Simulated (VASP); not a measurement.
# InGaAsP: structure and properties in VASP, part 2 of 4

What structure does InGaAsP take at this level, and what are its properties? The cell is invented: it takes the structure of a Materials Project entry for InGaAs2 (space group 160 there), with some of its atoms replaced by other elements, volume scaled by an estimate. It may not be a known or stable phase.

VASP 6.6.1, plane waves and PAW; the level of theory is named at each step.

Still holding for the runs below: The k-mesh is coarse for a metal. The electron count would fill whole bands, but the bands touch or overlap. That can be a semimetal, a small gap that the functional closes or, with several bands partly filled, an ordinary metal.

So far. Step 2 (Rough relaxation of the start cell): It ends with a largest force of 0.015 eV/Å and a pressure of 0.10 GPa. The relaxed cell has a = 4.075, c = 20.085 Å (conventional setting).

## 3. Full relaxation (PBEsol)

Level of this step: PBEsol; plane waves and PAW (In_d, As, Ga_d, P); invented cell (VASP).

Properties are meant for the cell that this level of theory prefers, so cell and atoms are relaxed first (ISIF = 3) until forces and stress are small; EDIFFG sets the threshold.

Contents of INCAR:

```
SYSTEM = InGaAsP
PREC = Accurate
ENCUT = 400
EDIFF = 1E-06
NELM = 100
ISMEAR = 0
SIGMA = 0.05
LREAL = .FALSE.
ALGO = Normal
GGA = PS
NBANDS = 24
LORBIT = 11
LWAVE = .FALSE.
LCHARG = .FALSE.
KPAR = 2
IBRION = 2
NSW = 60
ISIF = 3
EDIFFG = -0.01
```

Contents of POSCAR:

```
InGaAsP
1.0
    2.0376720232      1.1764498124      6.6950714428
   -2.0376720232      1.1764498124      6.6950714428
    0.0000000000     -2.3529005657      6.6950714381
In As Ga P
1 1 1 1
Direct
    0.6216159994      0.6216159994      0.6216159994
    0.0059328357      0.0059328357      0.0059328357
    0.1274245347      0.1274245347      0.1274245347
    0.4950276301      0.4950276301      0.4950276301
```

Contents of KPOINTS:

```
Automatic mesh
0
Gamma
6 6 6
0 0 0
```

PAW data sets: In_d, As, Ga_d and P (PBE family, release 64).

The run is started by

```
mpirun -np 2 vasp_std
```

The log of the run:

```text
[banner, memory and clock lines left out]
running    2 mpi-ranks, on    1 nodes
 distrk:  each k-point on    1 cores,    2 groups
 distr:  one band on    1 cores,    1 groups

 POSCAR found type information on POSCAR InAsGaP
 POSCAR found :  4 types and       4 ions
 [... a notice as in an earlier step ...]

 LDA part: xc-table for (Slater+PW92), standard interpolation
 POSCAR, INCAR and KPOINTS ok, starting setup
 FFT: planning ... GRIDC
 FFT: planning ... GRID_SOFT
 FFT: planning ... GRID
 WAVECAR not read
 entering main loop
       N       E                     dE             d eps       ncg     rms          rms(c)
DAV:   1     0.238685594119E+03    0.23869E+03   -0.14915E+04  1544   0.164E+03
DAV:   2     0.551034310092E+01   -0.23318E+03   -0.22695E+03  1656   0.395E+02
DAV:   3    -0.179230404950E+02   -0.23433E+02   -0.23102E+02  1968   0.123E+02
DAV:   4    -0.186330759151E+02   -0.71004E+00   -0.70948E+00  1856   0.237E+01
DAV:   5    -0.186547461977E+02   -0.21670E-01   -0.21666E-01  2224   0.364E+00    0.632E+00
DAV:   6    -0.181239794462E+02    0.53077E+00   -0.10134E+00  2192   0.154E+01    0.355E+00
DAV:   7    -0.180608333510E+02    0.63146E-01   -0.42853E-01  2416   0.437E+00    0.109E+00
DAV:   8    -0.180565722907E+02    0.42611E-02   -0.59451E-02  2008   0.284E+00    0.475E-01
DAV:   9    -0.180564849886E+02    0.87302E-04   -0.41952E-03  2184   0.833E-01    0.170E-01
DAV:  10    -0.180566686858E+02   -0.18370E-03   -0.54791E-04  2168   0.197E-01    0.931E-02
DAV:  11    -0.180567554495E+02   -0.86764E-04   -0.12581E-04  1960   0.790E-02    0.234E-02
DAV:  12    -0.180567525580E+02    0.28915E-05   -0.98044E-06  1840   0.266E-02    0.104E-02
DAV:  13    -0.180567541678E+02   -0.16097E-05   -0.42312E-06  1568   0.120E-02    0.440E-03
DAV:  14    -0.180567542090E+02   -0.41284E-07   -0.33883E-07  1216   0.516E-03
   1 F= -.18056754E+02 E0= -.18056603E+02  d E =-.180568E+02
 curvature:   0.00 expect dE= 0.000E+00 dE for cont linesearch  0.000E+00
 trial: gam= 0.00000 g(F)=  0.480E-04 g(S)=  0.387E-03 ort = 0.000E+00 (trialstep = 0.100E+01)
 search vector abs. value=  0.435E-03
 bond charge predicted
       N       E                     dE             d eps       ncg     rms          rms(c)
DAV:   1    -0.180597362189E+02   -0.29821E-02   -0.65092E-02  1952   0.367E+00    0.329E-01
DAV:   2    -0.180575327634E+02    0.22035E-02   -0.73942E-03  1904   0.144E+00    0.144E-01
DAV:   3    -0.180569422236E+02    0.59054E-03   -0.13669E-03  2024   0.550E-01    0.439E-02
DAV:   4    -0.180569188408E+02    0.23383E-04   -0.23595E-04  1856   0.149E-01    0.276E-02
DAV:   5    -0.180569142781E+02    0.45627E-05   -0.24727E-05  2048   0.770E-02    0.851E-03
DAV:   6    -0.180569141074E+02    0.17067E-06   -0.80516E-06  1808   0.423E-02
   2 F= -.18056914E+02 E0= -.18056761E+02  d E =-.159898E-03
[...]
3 F= -.18056924E+02 E0= -.18056772E+02  d E =-.170199E-03
[...]
4 F= -.18056923E+02 E0= -.18056770E+02  d E =-.168587E-03
[...]
5 F= -.18056924E+02 E0= -.18056771E+02  d E =-.169800E-03
 curvature:  -0.17 expect dE=-0.105E-04 dE for cont linesearch -0.916E-09
 trial: gam= 0.13584 g(F)=  0.484E-04 g(S)=  0.123E-04 ort = 0.151E-05 (trialstep = 0.969E+00)
 search vector abs. value=  0.691E-04
 bond charge predicted
       N       E                     dE             d eps       ncg     rms          rms(c)
DAV:   1    -0.180570014717E+02   -0.76874E-04   -0.60656E-03  1888   0.523E-01    0.422E-02
DAV:   2    -0.180569851034E+02    0.16368E-04   -0.27267E-04  2408   0.179E-01    0.231E-02
DAV:   3    -0.180569717581E+02    0.13345E-04   -0.23938E-05  2224   0.554E-02    0.857E-03
DAV:   4    -0.180569702462E+02    0.15119E-05   -0.63270E-06  1792   0.224E-02    0.329E-03
DAV:   5    -0.180569701723E+02    0.73952E-07   -0.10678E-06   904   0.987E-03
   6 F= -.18056970E+02 E0= -.18056818E+02  d E =-.461633E-04
 trial-energy change:   -0.000046  1 .order   -0.000046   -0.000059   -0.000033
 step:   2.1604(harm=  2.1604)  dis= 0.00247  next Energy=   -18.056990 (dE=-0.657E-04)
 reached required accuracy - stopping structural energy minimisation
```

Elapsed: 5.5 min, on 2 MPI ranks of AMD EPYC 7R43, shared host; peak memory 0.71 GiB.

From OUTCAR (step 3):

```text
  LATTYP: Found a trigonal (rhomboedric) cell.
 ALAT       =     7.0964866701
 COS(alpha) =     0.8351033706

The static configuration has the point symmetry C_3v.

 Found     32 irreducible k-points:

   k-points           NKPTS =     32   k-points in BZ     NKDIM =     32   number of bands    NBANDS=     24

   dimension x,y,z NGX =    48 NGY =   48 NGZ =   48
   dimension x,y,z NGXF=    96 NGYF=   96 NGZF=   96

   ENCUT  =  400.0 eV  29.40 Ry    5.42 a.u.  11.57 11.57 11.57*2*pi/ulx,y,z

   NELECT =      36.0000    total number of electrons

 E-fermi :   4.7339

 k-point     1 :       0.0000    0.0000    0.0000
  band No.  band energies     occupation
    ...
     15       3.1311      2.00000
     16       4.2268      2.00000
     17       4.6506      1.98142
     18       4.7317      1.04948
     19       4.7317      1.04947
     20       5.8927      0.00000
     21       8.0591      0.00000
     22       8.0591      0.00000
     23       8.3398      0.00000
     24       9.3474      0.00000

 k-point     2 :       0.1667   -0.0000   -0.0000
  band No.  band energies     occupation
    ...
     14       1.5041      2.00000
     15       2.6295      2.00000
     16       2.8073      2.00000
     17       3.8819      2.00000
     18       4.1759      2.00000
     19       6.1122      0.00000
     20       7.0471      0.00000
     21       7.8658      0.00000
     22       8.6529      0.00000
     23       8.8841      0.00000
    ...

  Total        0.0147594      0.0147594      0.0390280     -0.0000000     -0.0000000      0.0000000
  in kB        0.2461070      0.2461069      0.6507738     -0.0000000     -0.0000000      0.0000000
  external PRESSURE =       0.3809959 kB  Pullay stress =       0.0000000 kB

  energy-cutoff  :      400.00
  volume of cell :       96.09
      direct lattice vectors                 reciprocal lattice vectors
     2.034833270  1.174810859  6.698973876     0.245720378  0.141866770  0.049758871
    -2.034833270  1.174810859  6.698973876    -0.245720378  0.141866770  0.049758871
     0.000000000 -2.349622658  6.698973871     0.000000000 -0.283733541  0.049758851

 POSITION                                       TOTAL-FORCE (eV/Angst)
 -----------------------------------------------------------------------------------
      0.00000     -0.00000     12.49228        -0.000000      0.000000     -0.006718
      0.00000     -0.00000      0.11885         0.000000     -0.000000      0.005288
      0.00000     -0.00000      2.55950        -0.000000      0.000000     -0.006796
      0.00000     -0.00000      9.95055         0.000000     -0.000000      0.008225
 -----------------------------------------------------------------------------------
    total drift:                               -0.000000     -0.000032     -0.001160

  FREE ENERGIE OF THE ION-ELECTRON SYSTEM (eV)
  ---------------------------------------------------
  free  energy   TOTEN  =       -18.0569701723 eV

  energy  without entropy=      -18.0566662551  energy(sigma->0) =      -18.05681821

 total charge
# of ion       s       p       d       tot
------------------------------------------
    1        0.847   0.809   9.898  11.554
    2        1.215   1.614   0.027   2.856
    3        0.868   0.744   9.994  11.606
    4        1.031   1.442   0.000   2.473
--------------------------------------------------
tot          3.961   4.609  19.919  28.489

[... 2 parts as in an earlier step ...]

[... 7 further parts left out ...]
```

Step by step:

```
step  energy less that of the first step (eV)  largest force (eV/Å)  pressure (GPa)  volume (Å³)
   1                                   0.0000                0.0222           -0.13        96.30
   2                                  -0.0002                0.0196            0.06        96.03
   3                                  -0.0002                0.0205            0.00        96.08
   4                                  -0.0002                0.0198            0.05        96.06
   5                                  -0.0002                0.0206            0.03        96.07
   6                                  -0.0002                0.0082            0.04        96.09
```

```
conventional cell, symmetrised  before   after  change
                         a (Å)   4.075   4.070  -0.1 %
                         b (Å)   4.075   4.070  -0.1 %
                         c (Å)  20.085  20.097  +0.1 %
              volume (Å³/atom)   24.07   24.02  -0.2 %
```

Final coordinates:

```cif
data_structure
_symmetry_space_group_name_H-M 'P 1'
_symmetry_Int_Tables_number 1
_cell_length_a 7.0991
_cell_length_b 7.0991
_cell_length_c 7.0991
_cell_angle_alpha 33.313
_cell_angle_beta 33.313
_cell_angle_gamma 33.313
_cell_volume 96.09
loop_
_atom_site_label
_atom_site_type_symbol
_atom_site_fract_x
_atom_site_fract_y
_atom_site_fract_z
_atom_site_occupancy
In1 In 0.62160 0.62160 0.62160 1
As2 As 0.00591 0.00591 0.00591 1
Ga3 Ga 0.12736 0.12736 0.12736 1
P4 P 0.49513 0.49513 0.49513 1
```

This step gave:

- irreducible k-points: 32
- free energy (TOTEN): -18.06 eV
- energy at zero smearing: -18.06 eV
- Fermi energy: 4.734 eV
- pressure: 0.03810 GPa
- SCF cycles over all ionic steps: 37

It ends with a largest force of 0.008 eV/Å and a pressure of 0.04 GPa.

## 4. Single point with fields (PBEsol)

The relaxed cell gets a fresh self-consistent run, on a basis set for its own volume, to fix the density and to check the remaining stress.

Changes to INCAR since step 3:

```diff
@@ -13,7 +13,5 @@
 LWAVE = .FALSE.
-LCHARG = .FALSE.
-KPAR = 2
-IBRION = 2
-NSW = 60
-ISIF = 3
-EDIFFG = -0.01
+LCHARG = .TRUE.
+ISIF = 2
+LELF = .TRUE.
+LVHAR = .TRUE.
```

Contents of POSCAR:

```
InGaAsP
1.0
    2.0348332696      1.1748108590      6.6989738757
   -2.0348332696      1.1748108590      6.6989738757
    0.0000000000     -2.3496226582      6.6989738711
In As Ga P
1 1 1 1
Direct
    0.6216017006      0.6216017006      0.6216017006
    0.0059138282      0.0059138282      0.0059138282
    0.1273576380      0.1273576380      0.1273576380
    0.4951278330      0.4951278330      0.4951278330
```

KPOINTS is that of step 3.

The run is started by

```
mpirun -np 2 vasp_std
```

The log of the run:

```text
[banner, memory and clock lines left out]
running    2 mpi-ranks, on    1 nodes
 distrk:  each k-point on    2 cores,    1 groups
 distr:  one band on    1 cores,    2 groups

 POSCAR found type information on POSCAR InAsGaP
 POSCAR found :  4 types and       4 ions
 [... a notice as in an earlier step ...]

 LDA part: xc-table for (Slater+PW92), standard interpolation
 POSCAR, INCAR and KPOINTS ok, starting setup
 FFT: planning ... GRIDC
 FFT: planning ... GRID_SOFT
 FFT: planning ... GRID
 WAVECAR not read
 entering main loop
       N       E                     dE             d eps       ncg     rms          rms(c)
DAV:   1     0.240170914304E+03    0.24017E+03   -0.14921E+04  1536   0.165E+03
DAV:   2     0.576211900210E+01   -0.23441E+03   -0.22829E+03  1664   0.389E+02
DAV:   3    -0.179225425616E+02   -0.23685E+02   -0.23461E+02  1944   0.123E+02
DAV:   4    -0.186336842915E+02   -0.71114E+00   -0.71053E+00  1880   0.236E+01
DAV:   5    -0.186563374025E+02   -0.22653E-01   -0.22643E-01  2224   0.367E+00    0.637E+00
DAV:   6    -0.181246255357E+02    0.53171E+00   -0.10114E+00  2192   0.154E+01    0.356E+00
DAV:   7    -0.180609349506E+02    0.63691E-01   -0.43222E-01  2448   0.439E+00    0.110E+00
DAV:   8    -0.180566490741E+02    0.42859E-02   -0.60442E-02  2024   0.287E+00    0.480E-01
DAV:   9    -0.180565300853E+02    0.11899E-03   -0.41633E-03  2208   0.838E-01    0.171E-01
DAV:  10    -0.180567180689E+02   -0.18798E-03   -0.56619E-04  2096   0.201E-01    0.922E-02
DAV:  11    -0.180568038819E+02   -0.85813E-04   -0.12195E-04  1880   0.792E-02    0.222E-02
DAV:  12    -0.180568012171E+02    0.26648E-05   -0.96161E-06  1792   0.265E-02    0.995E-03
DAV:  13    -0.180568028208E+02   -0.16037E-05   -0.41623E-06  1656   0.125E-02    0.441E-03
DAV:  14    -0.180568028676E+02   -0.46802E-07   -0.33537E-07  1216   0.505E-03
   1 F= -.18056803E+02 E0= -.18056651E+02  d E =-.303941E-03
```

The job ended after 2.3 min (2 MPI ranks; peak memory 0.43 GiB).

Parts of OUTCAR (step 4):

```text
  LATTYP: Found a trigonal (rhomboedric) cell.
 ALAT       =     7.0990828969
 COS(alpha) =     0.8356827492

The static configuration has the point symmetry C_3v.

 Found     32 irreducible k-points:

   ENCUT  =  400.0 eV  29.40 Ry    5.42 a.u.  11.58 11.58 11.58*2*pi/ulx,y,z

   NELECT =      36.0000    total number of electrons

 E-fermi :   4.7338

 k-point     1 :       0.0000    0.0000    0.0000
  band No.  band energies     occupation
    ...
     15       3.1310      2.00000
     16       4.2267      2.00000
     17       4.6506      1.98136
     18       4.7316      1.04951
     19       4.7316      1.04950
     20       5.8926      0.00000
     21       8.0591      0.00000
     22       8.0591      0.00000
     23       8.3398      0.00000
     24       9.3473      0.00000

 k-point     2 :       0.1667    0.0000    0.0000
  band No.  band energies     occupation
    ...
     14       1.5041      2.00000
     15       2.6294      2.00000
     16       2.8073      2.00000
     17       3.8818      2.00000
     18       4.1759      2.00000
     19       6.1122      0.00000
     20       7.0470      0.00000
     21       7.8658      0.00000
     22       8.6529      0.00000
     23       8.8841      0.00000
    ...

  Total        0.0059133      0.0059133      0.0303844     -0.0000000     -0.0000000      0.0000000
  in kB        0.0986023      0.0986022      0.5066464     -0.0000000     -0.0000000      0.0000000
  external PRESSURE =       0.2346170 kB  Pullay stress =       0.0000000 kB

 POSITION                                       TOTAL-FORCE (eV/Angst)
 -----------------------------------------------------------------------------------
      0.00000     -0.00000     12.49228         0.000000      0.000000     -0.006719
      0.00000     -0.00000      0.11885         0.000000     -0.000000      0.005196
      0.00000     -0.00000      2.55950         0.000000      0.000000     -0.006733
      0.00000     -0.00000      9.95055         0.000000     -0.000000      0.008257
 -----------------------------------------------------------------------------------
    total drift:                               -0.000000     -0.000032     -0.001213

  FREE ENERGIE OF THE ION-ELECTRON SYSTEM (eV)
  ---------------------------------------------------
  free  energy   TOTEN  =       -18.0568028676 eV

  energy  without entropy=      -18.0564989270  energy(sigma->0) =      -18.05665090

[... 5 parts as in an earlier step ...]

[... 7 further parts left out ...]
```

This step gave:

| Item | Value |
| --- | --- |
| SCF cycles | 14 |
| pressure | 0.02346 GPa |

Valence electrons inside each PAW sphere by angular momentum. Sphere charges, by row:

```
atom  s (e)  p (e)  d (e)  tot (e)
 In1  0.847  0.809  9.898    11.55
 As2  1.215  1.614  0.027    2.856
 Ga3  0.868  0.744  9.994    11.61
  P4  1.031  1.442      0    2.473
```

Electrostatic potential energy in the ac plane of the conventional cell at fractional y = 0.333, with atoms of In and As and Ga and P within 0.2 Å of it. With pseudopotentials it is smooth inside the atoms' cores, unlike the true potential.

Ten even steps from '_' (-54 eV) to '@' (4 eV), each cell a mean:
```
@@@@@@@@@@%%**::______..++%%
@@@@@@@@@@@@**::______..++%%
@@@@@@@@@@@@@@%%%%##%%%%@@@@
@@@@@@@@@@@@%%==..__..--##@@
@@@@@@@@@@@@%%==..__..--##@@
@@@@@@@@@@@@@@@@@@@@@@@@@@@@
@@@@@@@@@@@@@@@@@@@@@@@@@@@@
@@@@@@@@@@@@@@@@@@@@@@@@@@@@
@@%%%%%%@@@@@@@@@@@@@@@@@@@@
@@@@@@@@@@@@@@@@@@@@@@@@@@@@
@@@@@@@@@@@@@@@@@@@@@@@@@@@@
@@@@@@@@@@@@@@@@%%%%%%%%@@@@
@@@@@@@@@@@@##==::....==**%%
@@@@@@@@@@@@%%**==----++##@@
@@@@@@@@@@@@@@%%######%%@@@@
@@@@@@@@@@@@##::::++--::**%%
@@@@@@@@@@@@%%++==----++##@@
@@@@@@@@@@@@@@@@@@@@@@@@@@@@
@@@@@@@@@@@@@@@@@@@@@@@@@@@@
@@@@@@@@@@@@@@@@@@@@@@@@@@@@
@@%%%%%%@@@@@@@@@@@@@@@@@@@@
@@@@@@@@@@@@@@@@@@@@@@@@@@@@
@@@@@@@@@@@@@@@@@@@@@@@@@@@@
@@@@@@@@@@@@@@@@%%%%%%@@@@@@
```
Columns run along a (4.1 Å; values clipped at the 3rd and 97th percentile), rows up along c (20.1 Å), edges of the conventional cell, whose origin can differ from the input's. Atoms in or near the plane, at fractional coordinates: In at (0.67, 0.95), As at (0.67, 0.34), Ga at (0.67, 0.46), P at (0.67, 0.83).

Valence density in the ac plane of the conventional cell at fractional y = 0.333, with atoms of In and As and Ga and P within 0.2 Å of it. It is the smooth field of the valence electrons, not physical close to the nuclei.

Ten steps, logarithmic in the rise over the least value, from '_' (0 e/Å³) to '@' (10 e/Å³), each cell a mean:
```
::::::::::::--**%%%%%%**==::
....____..::--**%%%%%%**==::
__________..::::--------::..
....__....::--==------==--::
::......::::--==--::--==----
................::::::::....
..........__________________
::::::::::....____________..
::------::::..__________....
..::::::....______________..
__......____________________
....::::........::--::::....
::::::::::::--**@@@@@@##==::
....____....::++##%%%%**--..
__________..::----------::..
..........::----::__::----::
::::::::::::--------------::
............................
__........__________________
..::::::::..______________..
::------::....__________....
....::......________________
..........__________________
::::::::::....::::::::::....
```
Columns run along a (4.1 Å), rows up along c (20.1 Å), edges of the conventional cell, whose origin can differ from the input's. Atoms in or near the plane, at fractional coordinates: In at (0.67, 0.95), As at (0.67, 0.34), Ga at (0.67, 0.46), P at (0.67, 0.83).

ELF in the ac plane of the conventional cell at fractional y = 0.333, with atoms of In and As and Ga and P within 0.2 Å of it. It is the smooth field of the valence electrons, not physical close to the nuclei.

Ten even steps from '_' (0.01) to '@' (0.83), each cell a mean:
```
**######**==--::......::--==
::::::::::::--::......::--::
..______..--++****####**++--
++::..::==##%%@@##**##%%@@##
**--::--++%%@@@@##++##@@@@@@
::::::::::--==++******++==--
--======--..______________..
##%%%%%%##++--..________::==
++******++++--..______..::==
::::::::::::..__________..::
::------::....____________..
**********++--::::::::::--==
##########++==::......::--++
--::::::::------::::::------
::______..==**%%%%@@@@%%##++
++::..::++%%@@@@%%**##@@@@%%
==--::::==##@@@@%%##%%@@@@%%
::::::::::----==========----
::------::..______________..
**##%%%%**==::__________..--
##%%%%%%##++--..________::++
----====--::..__________..::
----==----::..__________....
##########++--::::::::::--++
```
Columns run along a (4.1 Å), rows up along c (20.1 Å), edges of the conventional cell, whose origin can differ from the input's. Atoms in or near the plane, at fractional coordinates: In at (0.67, 0.95), As at (0.67, 0.34), Ga at (0.67, 0.46), P at (0.67, 0.83).

In this run the pressure is 0.02 GPa, small enough to go on; single stress components reach 0.05 GPa.

[end of part 2 of 4]

[Lines on the potential files, build, host, timing and source positions are cut from VASP's logs without a mark.]

[Logs are printed without paths, hosts, clocks, repeated set-up lines and the standing remarks that a program may print on its own settings, such as how far it seeks lower states.]

[Hosts, paths, dates, database ids (printed as entryN), source tags and the programs' standing remarks are cut or masked in the printed files.]

[A measured line is paired with the nearest computed mode of its activity, which favours agreement.]

[In band tables of VASP the shares of atoms and orbitals are scaled to a sum of 1 inside the atoms' spheres.]
